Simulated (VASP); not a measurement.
# What goes wrong when Tantalum is relaxed with a bad input, part 2 of 2

Aim: see how common mistakes in a VASP relaxation show up, on Tantalum. The starting structure is a measured crystal structure from the Crystallography Open Database. The first relaxation on each setting starts from this cell expanded by 3 % in volume.

VASP 6.6.1.

Results so far: reference 17.66 Å³ an atom; one electron too many 26.24 Å³ an atom; an ionic step far too long 17.66 Å³ an atom.

## (5) Relaxation with too few ionic steps

Level of this step: PBEsol; plane waves and PAW (Ta_pv) (VASP).

A slip made on purpose: too few ionic steps. Against step 2 the input has NSW = 2 (also changed: NELM).

Input file INCAR:

```
SYSTEM = Ta
PREC = Accurate
ENCUT = 450
EDIFF = 1E-06
NELM = 60
ISMEAR = 1
SIGMA = 0.15
LREAL = .FALSE.
ALGO = Normal
GGA = PS
NBANDS = 11
LORBIT = 11
LWAVE = .FALSE.
LCHARG = .FALSE.
KPAR = 4
IBRION = 2
NSW = 2
ISIF = 3
EDIFFG = -0.006
```

Input file POSCAR:

```
Ta
1.0
   -1.6692664109      1.6692664109      1.6692664109
    1.6692664109     -1.6692664109      1.6692664109
    1.6692664109      1.6692664109     -1.6692664109
Ta
1
Direct
    0.0000000000      0.0000000000      0.0000000000
```

Input file KPOINTS:

```
Automatic mesh
0
Gamma
18 18 18
0 0 0
```

PAW data sets: Ta_pv (PBE family, release 64).

Launch:

```console
$ mpirun -np 4 vasp_std
```

Log:

```text
[... set-up lines as in an earlier step ...]
 entering main loop
       N       E                     dE             d eps       ncg     rms          rms(c)
[... 11 cycles as in an earlier step ...]
   1 F= -.12521890E+02 E0= -.12522234E+02  d E =-.125219E+02
[...]
N       E                     dE             d eps       ncg     rms          rms(c)
DAV:   1    -0.141328681824E+02   -0.16110E+01   -0.49672E+01  4599   0.857E+01    0.132E+01
DAV:   2    -0.127386783276E+02    0.13942E+01   -0.15310E+00  4539   0.150E+01    0.456E+00
DAV:   3    -0.123699022909E+02    0.36878E+00   -0.94185E-01  4929   0.115E+01    0.190E+00
DAV:   4    -0.123782434209E+02   -0.83411E-02   -0.45457E-02  5028   0.143E+00    0.151E-01
DAV:   5    -0.123782923416E+02   -0.48921E-04   -0.10599E-03  4992   0.367E-01    0.639E-02
DAV:   6    -0.123782924590E+02   -0.11746E-06   -0.14978E-05  4811   0.382E-02    0.137E-02
DAV:   7    -0.123782917342E+02    0.72482E-06   -0.16222E-06  4131   0.138E-02
   2 F= -.12378292E+02 E0= -.12377893E+02  d E =0.143598E+00
 trial-energy change:    0.143598  1 .order    0.158273   -0.188273    0.504820
 step:   0.2982(harm=  0.2716)  dis= 0.00000  next Energy=   -12.550353 (dE=-0.285E-01)
```

The job ended after 8.6 s (4 MPI ranks of Intel Xeon Platinum 8259CL at 2.50GHz (Skylake/Cascade Lake), shared host; peak memory 0.6 GiB).

From OUTCAR (step 5):

```text
  Total        3.0581988      3.0581988      3.0581988     -0.0000000      0.0000000      0.0000000
  in kB      312.0876196    312.0876196    312.0876196     -0.0000000      0.0000000      0.0000000
  external PRESSURE =     312.0876196 kB  Pullay stress =       0.0000000 kB

 POSITION                                       TOTAL-FORCE (eV/Angst)
 -----------------------------------------------------------------------------------
      1.57742      1.57742     -1.57742         0.000000      0.000000      0.000000
 -----------------------------------------------------------------------------------
    total drift:                                0.000000     -0.000000      0.000000

  FREE ENERGIE OF THE ION-ELECTRON SYSTEM (eV)
  ---------------------------------------------------
  free  energy   TOTEN  =       -12.3782917342 eV

  energy  without entropy=      -12.3770964296  energy(sigma->0) =      -12.37789330

[... 1 part as in an earlier step ...]

[... 2 further parts left out ...]
[key lines of the parts left out:]
E-fermi :   6.4529
```

The relaxation used up its 2 ionic steps (NSW) before forces and stress met EDIFFG.

## (6) Relaxation with a functional's name that the tag doesn't take

A slip made on purpose: a functional's name that the tag doesn't take. Against step 2 the input has GGA = PBESOL (also changed: NELM).

Edit INCAR of step 5 so:

```diff
@@ -9,3 +9,3 @@
 ALGO = Normal
-GGA = PS
+GGA = PBESOL
 NBANDS = 11
@@ -16,3 +16,3 @@
 IBRION = 2
-NSW = 2
+NSW = 50
 ISIF = 3
```

POSCAR is that of step 5.

KPOINTS is that of step 5.

Launch:

```console
$ mpirun -np 4 vasp_std
```

Log:

```text
[banner, memory and clock lines left out]
running    4 mpi-ranks, on    1 nodes
[...]
|                                                                             |
|     EEEEEEE  RRRRRR   RRRRRR   OOOOOOO  RRRRRR      ###     ###     ###     |
|     E        R     R  R     R  O     O  R     R     ###     ###     ###     |
|     E        R     R  R     R  O     O  R     R     ###     ###     ###     |
|     EEEEE    RRRRRR   RRRRRR   O     O  RRRRRR       #       #       #      |
|     E        R   R    R   R    O     O  R   R                               |
|     E        R    R   R    R   O     O  R    R      ###     ###     ###     |
|     EEEEEEE  R     R  R     R  OOOOOOO  R     R     ###     ###     ###     |
|                                                                             |
|     Error: One of the selected functionals does not exist.                  |
|                                                                             |
|       ---->  I REFUSE TO CONTINUE WITH THIS SICK JOB ... BYE!!! <----       |
|                                                                             |

1
1
1
1
```

Elapsed: 3.6 s, on 4 MPI ranks.

VASP stopped with this message: “Error: One of the selected functionals does not exist”.

## (7) Comparison

```
                                          run            ended  volume (Å³/atom)  change (%)  bulk modulus (GPa)  pressure left (GPa)  core minutes
                                    reference        converged            17.662           -               208.6                -0.01          1.65
                        one electron too many        converged            26.243       48.58                   -                 0.01           1.8
                   an ionic step far too long        converged             17.66       -0.01                   -                 0.02           1.2
                          too few ionic steps    not converged                 -           -                   -                    -         0.573
a functional's name that the tag doesn't take  stopped by VASP                 -           -                   -                    -          0.24
```

Core minutes are wall time times ranks, summed over the relaxations behind a row (those for a bulk modulus apart), on shared hosts.

## (8) Results

* volume of the reference: 17.66 Å³/atom
* volume against the reference, one electron too many: +48.58 %
* volume against the reference, an ionic step far too long: -0.01 %
* run with too few ionic steps: not converged
* run with a functional's name that the tag doesn't take: stopped by VASP

VASP stopped by itself in the run with a functional's name that the tag doesn't take. The run with too few ionic steps didn't converge. Finished, but with signs in the output that stand out against the reference: one electron too many, with the volume changed by +48.6 % (signs: a warning on the charge density, 62.0 GPa at the first ionic step (of the first relaxations, not shown; reference: -9.8 GPa) and an energy that rises by up to 0.2 eV an atom on the way); an ionic step far too long, with the volume changed by less than 0.1 % (signs: an energy that rises by up to 8.5 eV an atom on the way). The reference was restarted once and the runs with a slip weren't, so their cells may not have settled fully. Further runs on this material are not shown.

[Lines on the potential files, build, host, timing and source positions are cut from VASP's logs without a mark.]

[Logs are printed without paths, hosts, clocks, repeated set-up lines and the standing remarks that a program may print on its own settings, such as how far it seeks lower states.]

[Hosts, paths, dates, database ids (printed as entryN), source tags and the programs' standing remarks are cut or masked in the printed files.]
